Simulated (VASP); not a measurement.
A run of VASP 6.6.1 is set up as follows.

Contents of INCAR:

```
SYSTEM = HfRu3
  PREC = Accurate
  ENCUT = 520
  EDIFF = 1E-7
  ISMEAR = -1
  SIGMA = 0.1
  LREAL = .False.
  LASPH = .True.
  NELM = 100
  ALGO = Normal
  ISIF = 2
  LWAVE = .False.
  LCHARG = .False.
  GGA = CA
  NBANDS = 34
```

Contents of KPOINTS:

```
Automatic mesh
0
Gamma
  4 4 4
  0 0 0
```

File POSCAR:

```
HfRu3
1.0
    3.9557730000      0.0000000000      0.0000000000
    0.0000000000      3.9557730000      0.0000000000
    0.0000000000      0.0000000000      3.9557730000
Hf Ru
1 3
Direct
    0.0000000000      0.0000000000      0.0000000000
    0.5000000000      0.5000000000      0.0000000000
    0.5000000000      0.0000000000      0.5000000000
    0.0000000000      0.5000000000      0.5000000000
```

Potentials or basis: VASP PAW LDA potentials, release 64 (Hf_pv, Ru_pv).

Run with:

```console
$ cat potpaw_LDA.64/Hf_pv/POTCAR potpaw_LDA.64/Ru_pv/POTCAR > POTCAR
$ mpirun -np 1 vasp_std > vasp.out
```

**Question.** What does it give for the pressure?

**Answer.** -14.1 GPa.

**Question.** Estimate the band gap on the k mesh.

**Answer.** None (metal or under the smearing width).

Caveat: the k mesh is coarse (spacing up to 0.40 Å⁻¹), so the values aren't converged. The run has no spin-orbit coupling, so splittings on Hf are missing.
